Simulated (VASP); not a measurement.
# Na2N (Fm-3m) in VASP: single point with PBE

Aim: the single point of Na2N with PBE.

Program: VASP 6.6.1. These are calculated values, not measurements. Logs are shortened: lines on timing, memory, paths and dates and some standing lists are left out, and cuts for length are marked.

## (1) The crystal as given

It takes space group Fm-3m (No. 225, cubic). Conventional cell: a = 5.643 Å, b = 5.643 Å, c = 5.643 Å, α = 90.00°, β = 90.00°, γ = 90.00°. Around N (site symmetry m-3m) lie 8 Na at 2.44 Å. Around Na (site symmetry -43m) lie 4 N at 2.44 Å.

The cell was built by a generator and needn't be a form met in nature.

## (2) Single point, PBE

INCAR reads:

```
SYSTEM = Na2N
  ALGO = Normal
  EDIFF = 1E-6
  ENCUT = 520
  GGA = PE
  ISIF = 2
  ISMEAR = -1
  LASPH = .TRUE.
  LCHARG = .TRUE.
  LELF = .TRUE.
  LREAL = .FALSE.
  LVHAR = .TRUE.
  LWAVE = .FALSE.
  NBANDS = 16
  NELM = 60
  PREC = Accurate
  SIGMA = 0.1
```

KPOINTS reads:

```
k-points
0
G
  10 10 10
  0 0 0
```

POSCAR reads:

```
Na2N
1.0
    0.0000000000      2.8214180000      2.8214180000
    2.8214180000      0.0000000000      2.8214180000
    2.8214180000      2.8214180000      0.0000000000
N Na
1 2
Direct
    0.0000000000      0.0000000000      0.0000000000
    0.2500000000      0.2500000000      0.2500000000
    0.7500000000      0.7500000000      0.7500000000
```

Potentials or basis: VASP PAW PBE potentials, release 64 (N, Na_pv).

Started as:

```bash
cat potpaw_PBE.64/N/POTCAR potpaw_PBE.64/Na_pv/POTCAR > POTCAR
mpirun -np 1 vasp_std > vasp.out
```

OUTCAR:

```text
SYSTEM = Na2N
   EDIFF = 1E-6
   ENCUT = 520
   GGA = PE
   ISIF = 2
   ISMEAR = -1
   LASPH = .TRUE.
   LREAL = .FALSE.
   NELM = 60
   PREC = Accurate

 ion  position               nearest neighbor table
   1  0.000  0.000  0.000-
   2  0.250  0.250  0.250-
   3  0.750  0.750  0.750-

  LATTYP: Found a face centered cubic cell.
 ALAT       =     5.6428360000

  Lattice vectors:

 A1 = (   0.0000000000,   2.8214180000,   2.8214180000)
 A2 = (   2.8214180000,   0.0000000000,   2.8214180000)
 A3 = (   2.8214180000,   2.8214180000,   0.0000000000)

Analysis of symmetry for initial positions (statically):
=====================================================================
 Subroutine PRICEL returns:
 Original cell was already a primitive cell.

 Routine SETGRP: Setting up the symmetry group for a
 face centered cubic supercell.

 Subroutine GETGRP returns: Found 48 space group operations
 (whereof 48 operations were pure point group operations)
 out of a pool of 48 trial point group operations.

The static configuration has the point symmetry O_h .

Analysis of symmetry for dynamics (positions and initial velocities):
=====================================================================
 Subroutine PRICEL returns:
 Original cell was already a primitive cell.

 Routine SETGRP: Setting up the symmetry group for a
 face centered cubic supercell.

 Subroutine GETGRP returns: Found 48 space group operations
 (whereof 48 operations were pure point group operations)
 out of a pool of 48 trial point group operations.

The dynamic configuration has the point symmetry O_h .

 Subroutine INISYM returns: Found 48 space group operations
 (whereof 48 operations are pure point group operations),
 and found     1 'primitive' translations

----------------------------------------------------------------------------------------

                                     Primitive cell

  volume of cell :      44.9192

  direct lattice vectors                    reciprocal lattice vectors
     0.000000000  2.821418000  2.821418000    -0.177215854  0.177215854  0.177215854
     2.821418000  0.000000000  2.821418000     0.177215854 -0.177215854  0.177215854
     2.821418000  2.821418000  0.000000000     0.177215854  0.177215854 -0.177215854

  length of vectors
     3.990087601  3.990087601  3.990087601     0.306946863  0.306946863  0.306946863

[... 76 lines left out ...]
   ISPIN  =      1    spin polarized calculation?
   LNONCOLLINEAR =      F non collinear calculations
   LSORBIT =      F    spin-orbit coupling
   LASPH  =      T    aspherical Exc in radial PAW
   ENCUT  =  520.0 eV  38.22 Ry    6.18 a.u.   7.42  7.42  7.42*2*pi/ulx,y,z
   NELM   =     60;   NELMIN=  2; NELMDL= -5     # of ELM steps
   EDIFF  = 0.1E-05   stopping-criterion for ELM
   LREAL  =      F    real-space projection
   EDIFFG = 0.1E-04   stopping-criterion for IOM
   NSW    =      0    number of steps for IOM
   IBRION =     -1    ionic relax: 0-MD 1-quasi-New 2-CG
   NFREE  =      0    steps in history (QN), initial steepest desc. (CG)
   ISIF   =      2    stress and relaxation
   ISYM   =      2    0-nonsym 1-usesym 2-fastsym
   POTIM  = 0.5000    time-step for ionic-motion
   TEBEG  =    0.0;   TEEND  =   0.0 temperature during run
   PSTRESS=    0.0 pullay stress
   NELECT =      19.0000    total number of electrons
   NUPDOWN=      -1.0000    fix difference up-down
   EMIN   =  10.00;   EMAX   =-10.00  energy-range for DOS
   EFERMI =   0.00;   METHOD = LEGACY
   ISMEAR =    -1;   SIGMA  =   0.10  broadening in eV -4-tet -1-fermi 0-gaus
   EFERMI_NEDOS =   21; number of points for ismear=-14 and -15
   IALGO  =     38    algorithm
   IMIX   =      4    mixing-type and parameters
     AMIX     =   0.40;   BMIX     =  1.00
     AMIX_MAG =   1.60;   BMIX_MAG =  1.00
  volume/ion in A,a.u.               =      14.97       101.04
  Fermi-wavevector in a.u.,A,eV,Ry     =   1.228896  2.322277 20.547332  1.510186
  Thomas-Fermi vector in A             =   2.363804
   LORBIT       =      0    0 simple, 1 ext, 2 COOP (PROOUT), +10 PAW based schemes
   GGA     = PE    functional components
   LHFCALC =     F    Hartree Fock is set to
   AEXX    =    0.0000 exact exchange contribution
   IVDW    =     0    specifies the selected vdW correction
   LEPSILON=     F    determine dielectric tensor
   LRPA    =     F    only Hartree local field effects (RPA)
 non-spin polarized calculation
  energy-cutoff  :      520.00
  volume of cell :       44.92
 maximum number of plane-waves:      1243
 NGX is ok and might be reduce to    30
   NGX = 15   NGY = 15   NGZ = 15

 number of electron      18.9999997 magnetization

 Free energy of the ion-electron system (eV)
  ---------------------------------------------------
  ext. energy  EPLUGINS =         0.00000000
  ---------------------------------------------------
  free energy    TOTEN  =        -9.32219602 eV

  energy without entropy =       -9.16053195  energy(sigma->0) =       -9.24136398

 E-fermi :   1.0507     XC(G=0):  -8.8984

 val. band max:        1.0494601753   @ k =   0.4000   0.1000   0.0000
 cond. band min:       1.0580314080   @ k =   0.3000   0.1000   0.0000
 fundamental gap:      0.0085712327
 Fermi energy:         1.0506555909

 k-point     1 :       0.0000    0.0000    0.0000
  band No.  band energies     occupation
      1     -21.4245      2.00000
      2     -21.4245      2.00000
      3     -21.4245      2.00000
      4     -21.2406      2.00000
      5     -21.2406      2.00000
      6     -21.2406      2.00000
[... 433 lines left out ...]
      3     -21.4560      2.00000
      4     -21.2410      2.00000
      5     -21.2261      2.00000
      6     -21.2246      2.00000
[... 8 lines left out ...]
     15      12.1673      0.00000
     16      15.8151      0.00000

 [... further k-points ...]
[... 5 lines left out ...]
  --------------------------------------------------------------------------------------
  -------------------------------------------------------------------------------------
  Total        1.4685687      1.4685687      1.4685687      0.0000000      0.0000000     -0.0000000
  in kB       52.3808530     52.3808530     52.3808530      0.0000000      0.0000000     -0.0000000
  external PRESSURE =      52.3808530 kB  Pullay stress =       0.0000000 kB

 VOLUME and BASIS-vectors are now :
 -----------------------------------------------------------------------------
  energy-cutoff  :      520.00
  volume of cell :       44.92
      direct lattice vectors                 reciprocal lattice vectors
     0.000000000  2.821418000  2.821418000    -0.177215854  0.177215854  0.177215854
     2.821418000  0.000000000  2.821418000     0.177215854 -0.177215854  0.177215854
     2.821418000  2.821418000  0.000000000     0.177215854  0.177215854 -0.177215854

 POSITION                                       TOTAL-FORCE (eV/Angst)
 -----------------------------------------------------------------------------------
      0.00000      0.00000      0.00000         0.000000      0.000000      0.000000
      1.41071      1.41071      1.41071        -0.000000     -0.000000     -0.000000
      4.23213      4.23213      4.23213         0.000000      0.000000      0.000000
 -----------------------------------------------------------------------------------
    total drift:                                0.000000     -0.000000      0.000000

  FREE ENERGIE OF THE ION-ELECTRON SYSTEM (eV)
  ---------------------------------------------------
  free  energy   TOTEN  =        -9.3221960151 eV

  energy  without entropy=       -9.1605319523  energy(sigma->0) =       -9.24136398
```

OSZICAR:

```text
N       E                     dE             d eps       ncg     rms          rms(c)
DAV:   1     0.140418139256E+03    0.14042E+03   -0.10225E+04  1504   0.139E+03
DAV:   2    -0.233184118708E+01   -0.14275E+03   -0.13784E+03  1712   0.355E+02
DAV:   3    -0.110332583509E+02   -0.87014E+01   -0.84734E+01  1736   0.848E+01
DAV:   4    -0.111741693160E+02   -0.14091E+00   -0.13880E+00  1904   0.121E+01
DAV:   5    -0.111759084077E+02   -0.17391E-02   -0.17390E-02  1776   0.132E+00    0.645E+00
DAV:   6    -0.937575172142E+01    0.18002E+01   -0.68988E+00  1960   0.146E+01    0.255E+00
DAV:   7    -0.934079012371E+01    0.34962E-01   -0.14822E-01  1536   0.303E+00    0.139E+00
DAV:   8    -0.932320153583E+01    0.17589E-01   -0.61260E-02  1656   0.216E+00    0.513E-01
DAV:   9    -0.932172473347E+01    0.14768E-02   -0.62603E-03  1920   0.484E-01    0.149E-01
DAV:  10    -0.932220370737E+01   -0.47897E-03   -0.82442E-04  1568   0.189E-01    0.515E-02
DAV:  11    -0.932219497145E+01    0.87359E-05   -0.28036E-05  1832   0.403E-02    0.297E-02
DAV:  12    -0.932220010404E+01   -0.51326E-05   -0.51532E-05  1680   0.364E-02    0.158E-02
DAV:  13    -0.932219611971E+01    0.39843E-05   -0.10108E-05  1680   0.162E-02    0.316E-03
DAV:  14    -0.932219601507E+01    0.10464E-06   -0.40916E-07  1104   0.509E-03
   1 F= -.93221960E+01 E0= -.92413640E+01  d E =-.161664E+00
```

Run time: 20 s. Hardware: 1 thread of AMD EPYC 9R45 (Zen 5), shared host; peak memory 0.14 GiB.

Results:

```
Free energy            : -9.3222 eV
Pressure               : 5.2 GPa
Band gap on the k mesh : none (metal or under the smearing width)
```
